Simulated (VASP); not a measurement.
Level of theory: r2SCAN meta-GGA, VASP's PBE PAW potentials (set 64) (plane waves; VASP).

Input for VASP

File KPOINTS:
```
Automatic mesh
0
Gamma
9 9 9
0 0 0
```

INCAR:
```
! general
SYSTEM =FeSb
PREC   =Accurate
ENCUT  =400
LREAL  =F
LASPH  =T

! electronic loop
EDIFF  =1E-6
NELM   =100
ALGO   =Normal
LMAXMIX=4
LMIXTAU=T

! smearing
ISMEAR =1
SIGMA  =0.1

! functional
METAGGA=R2SCAN

! spin
ISPIN  =2
MAGMOM =4.0 0.0

! ions
IBRION =2
NSW    =60
ISIF   =3
EDIFFG =-0.01

! output
LWAVE  =F
LCHARG =F
LORBIT =10
```

### POSCAR
```
FeSb
1
    3.5230000000     0.0000000000     0.0000000000
    0.0000000000     3.5230000000     0.0000000000
    0.0000000000     0.0000000000     3.5230000000
Fe Sb
1 1
Direct
  0.0000000000   0.0000000000   0.0000000000
  0.5000000000   0.5000000000   0.5000000000
```

POTCAR, in this order: Fe Sb (PBE.64 set). Program: vasp_std.

The run wrote:

### OSZICAR
```
       N       E                     dE             d eps       ncg     rms          rms(c)
DAV:   1     0.230539324209E+02    0.23054E+02   -0.46671E+03  1680   0.814E+02
DAV:   2    -0.388399483777E+02   -0.61894E+02   -0.57016E+02  1728   0.185E+02
DAV:   3    -0.413544086435E+02   -0.25145E+01   -0.23835E+01  2084   0.442E+01
DAV:   4    -0.413978661660E+02   -0.43458E-01   -0.43294E-01  1884   0.571E+00
DAV:   5    -0.413988861343E+02   -0.10200E-02   -0.10199E-02  2036   0.102E+00    0.130E+01
DAV:   6    -0.461843336854E+02   -0.47854E+01   -0.71522E+01  1952   0.127E+02    0.415E+01
DAV:   7    -0.383882851799E+02    0.77960E+01   -0.40268E+01  1956   0.830E+01    0.399E+00
DAV:   8    -0.385872136007E+02   -0.19893E+00   -0.78944E-01  1892   0.763E+00    0.199E+00
DAV:   9    -0.386343462307E+02   -0.47133E-01   -0.24296E-01  1952   0.535E+00    0.143E+00
DAV:  10    -0.386354095994E+02   -0.10634E-02   -0.38266E-02  2152   0.311E+00    0.634E-01
DAV:  11    -0.386418048546E+02   -0.63953E-02   -0.20137E-02  1944   0.122E+00    0.205E-01
DAV:  12    -0.386427359779E+02   -0.93112E-03   -0.23938E-03  2072   0.540E-01    0.117E-01
DAV:  13    -0.386432135641E+02   -0.47759E-03   -0.11351E-03  1832   0.263E-01    0.653E-02
DAV:  14    -0.386432683484E+02   -0.54784E-04   -0.14384E-04  2024   0.113E-01    0.381E-02
DAV:  15    -0.386432802233E+02   -0.11875E-04   -0.32511E-05  2032   0.782E-02    0.148E-02
DAV:  16    -0.386432808853E+02   -0.66198E-06   -0.34295E-06  1716   0.219E-02
   1 F= -.38643281E+02 E0= -.38643378E+02  d E =-.386433E+02  mag=     3.0437
       N       E                     dE             d eps       ncg     rms          rms(c)
DAV:   1    -0.432795834010E+02   -0.46363E+01   -0.67941E+01  1892   0.144E+02    0.196E+01
DAV:   2    -0.455777485551E+02   -0.22982E+01   -0.66539E+01  1868   0.130E+02    0.311E+01
DAV:   3    -0.390199239885E+02    0.65578E+01   -0.47313E+01  1984   0.999E+01    0.836E+00
DAV:   4    -0.390418440132E+02   -0.21920E-01   -0.10597E+00  1860   0.118E+01    0.361E+00
DAV:   5    -0.389755574161E+02    0.66287E-01   -0.19877E-01  1896   0.596E+00    0.149E+00
DAV:   6    -0.389723290462E+02    0.32284E-02   -0.37112E-02  2076   0.315E+00    0.475E-01
DAV:   7    -0.389712389147E+02    0.10901E-02   -0.51274E-03  1932   0.103E+00    0.171E-01
DAV:   8    -0.389713633764E+02   -0.12446E-03   -0.53640E-04  1920   0.345E-01    0.107E-01
DAV:   9    -0.389713960924E+02   -0.32716E-04   -0.11089E-04  1788   0.141E-01    0.711E-02
DAV:  10    -0.389714133139E+02   -0.17221E-04   -0.43321E-05  1948   0.733E-02    0.304E-02
DAV:  11    -0.389714070620E+02    0.62519E-05   -0.73165E-06  1940   0.341E-02    0.105E-02
DAV:  12    -0.389714066441E+02    0.41795E-06   -0.24535E-06  1236   0.185E-02
   2 F= -.38971407E+02 E0= -.38971360E+02  d E =-.328126E+00  mag=     2.3532
       N       E                     dE             d eps       ncg     rms          rms(c)
DAV:   1    -0.390003694416E+02   -0.28962E-01   -0.44859E-01  1860   0.122E+01    0.165E+00
DAV:   2    -0.390312097112E+02   -0.30840E-01   -0.50766E-01  1944   0.132E+01    0.295E+00
DAV:   3    -0.389726858754E+02    0.58524E-01   -0.20942E-01  1952   0.861E+00    0.357E-01
DAV:   4    -0.389728050192E+02   -0.11914E-03   -0.33937E-03  1716   0.479E-01    0.172E-01
DAV:   5    -0.389724682761E+02    0.33674E-03   -0.44114E-04  2008   0.304E-01    0.480E-02
DAV:   6    -0.389724805479E+02   -0.12272E-04   -0.37389E-05  2056   0.641E-02    0.167E-02
DAV:   7    -0.389724828709E+02   -0.23230E-05   -0.10429E-05  1892   0.495E-02    0.111E-02
DAV:   8    -0.389724822385E+02    0.63238E-06   -0.31482E-06  1332   0.256E-02
   3 F= -.38972482E+02 E0= -.38972487E+02  d E =-.329201E+00  mag=     2.3376
       N       E                     dE             d eps       ncg     rms          rms(c)
DAV:   1    -0.389762695613E+02   -0.37867E-02   -0.54995E-02  1852   0.427E+00    0.590E-01
DAV:   2    -0.389793370319E+02   -0.30675E-02   -0.67360E-02  1948   0.479E+00    0.940E-01
DAV:   3    -0.389728156405E+02    0.65214E-02   -0.22091E-02  1944   0.285E+00    0.110E-01
DAV:   4    -0.389727955675E+02    0.20073E-04   -0.52277E-04  1992   0.225E-01    0.628E-02
DAV:   5    -0.389727477924E+02    0.47775E-04   -0.70591E-05  1804   0.703E-02    0.210E-02
DAV:   6    -0.389727477111E+02    0.81266E-07   -0.10219E-05  2040   0.540E-02    0.905E-03
DAV:   7    -0.389727473265E+02    0.38462E-06   -0.67174E-07   924   0.103E-02
   4 F= -.38972747E+02 E0= -.38972726E+02  d E =-.329466E+00  mag=     2.3417
```

OUTCAR:
```
------------------------ aborting loop because EDIFF is reached ----------------------------------------
  FORCE on cell =-STRESS in cart. coord.  units (eV):
  Direction    XX          YY          ZZ          XY          YZ          ZX
  --------------------------------------------------------------------------------------
  Total       -0.0145640     -0.0145640     -0.0145640      0.0000000      0.0000000     -0.0000000
  in kB       -0.6669281     -0.6669281     -0.6669281      0.0000000      0.0000000     -0.0000000
  external PRESSURE =      -0.6669281 kB  Pullay stress =       0.0000000 kB
  volume of cell :       34.99
      direct lattice vectors                 reciprocal lattice vectors
     3.270674306  0.000000000 -0.000000000     0.305747349  0.000000000 -0.000000000
    -0.000000000  3.270674306  0.000000000    -0.000000000  0.305747349  0.000000000
     0.000000000  0.000000000  3.270674306     0.000000000  0.000000000  0.305747349
 POSITION                                       TOTAL-FORCE (eV/Angst)
 -----------------------------------------------------------------------------------
      0.00000      0.00000      0.00000         0.000000      0.000000      0.000000
      1.63534      1.63534      1.63534        -0.000000      0.000000      0.000000
 -----------------------------------------------------------------------------------
    total drift:                               -0.000000      0.000000      0.000000
  FREE ENERGIE OF THE ION-ELECTRON SYSTEM (eV)
  ---------------------------------------------------
  free  energy   TOTEN  =       -38.9727473265 eV

  energy  without entropy=      -38.9726832993  energy(sigma->0) =      -38.97272598

 total charge

# of ion       s       p       d       tot
------------------------------------------
    1        0.335   0.337   6.269   6.941
    2        1.172   1.189   0.080   2.440
--------------------------------------------------
tot          1.507   1.526   6.349   9.381

 magnetization (x)

# of ion       s       p       d       tot
------------------------------------------
    1        0.018  -0.004   2.621   2.635
    2        0.041  -0.104  -0.017  -0.081
--------------------------------------------------
tot          0.059  -0.109   2.604   2.554

 reached required accuracy - stopping structural energy minimisation
```
(Selected blocks of OUTCAR.)

**CONTCAR**
```
FeSb
   1.00000000000000
     3.2706743060124364    0.0000000000000000   -0.0000000000000000
    -0.0000000000000000    3.2706743060124368    0.0000000000000000
     0.0000000000000000    0.0000000000000000    3.2706743060124364
  Fe              Sb
     1     1
Direct
     0.0000000000000000    0.0000000000000000    0.0000000000000000
     0.5000000000000000    0.5000000000000000    0.5000000000000000
```

Energy and stress use the plane-wave basis of the starting cell.

The structure was generated: FeSb was put into the CsCl type type (Pm-3m), which need not be its known phase. This run relaxes it. Symmetry was kept, so distortions that lower it aren't found.
